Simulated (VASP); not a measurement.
Consider the following.

```xyz
4
Lattice="1.7867 1.0315 7.9992 -1.7867 1.0315 7.9992 0.0000 -2.0631 7.9992" Properties=species:S:1:pos:R:3 pbc="T T T"
Ga     0.0000     0.0000    22.7836
Ga     0.0000     0.0000     1.2141
S      0.0000     0.0000     5.7021
S      0.0000     0.0000    18.2955
```

Method: PBEsol GGA, VASP's PBE PAW potentials (set 64) (plane waves; VASP). Run with 400 eV cut-off, Gaussian smearing of 0.050 eV, potentials Ga_d S.

### Question
Give the energies of bands 13 to 22 at the high-symmetry points, in eV from the valence-band maximum.

### Answer

| band | Γ | T | H2 | L | S0 | F |
|---|---|---|---|---|---|---|
| 13 | -6.84 | -6.53 | -7.24 | -7.38 | -7.24 | -7.45 |
| 14 | -3.49 | -4.36 | -6.37 | -6.75 | -6.37 | -6.70 |
| 15 | -1.35 | -1.41 | -4.69 | -3.49 | -4.71 | -3.24 |
| 16 | -1.35 | -1.41 | -4.58 | -3.04 | -4.59 | -3.08 |
| 17 | -1.34 | -1.28 | -2.52 | -2.70 | -2.54 | -2.78 |
| 18 | -1.34 | -1.28 | -2.52 | -2.56 | -2.52 | -2.46 |
| 19 | -1.18 | 0.00 | -1.96 | -1.35 | -1.93 | -1.64 |
| 20 | 2.34 | 1.80 | 2.65 | 1.95 | 2.71 | 1.84 |
| 21 | 3.17 | 3.06 | 3.02 | 2.49 | 2.93 | 2.52 |
| 22 | 4.79 | 4.86 | 3.51 | 2.90 | 3.52 | 2.86 |

The gap is direct, 1.80 eV, from the valence maximum at T to the conduction minimum at T.

The structure comes from a computed database's GaS entry (R-3m); how it stands against other phases isn't given here. It was relaxed first.
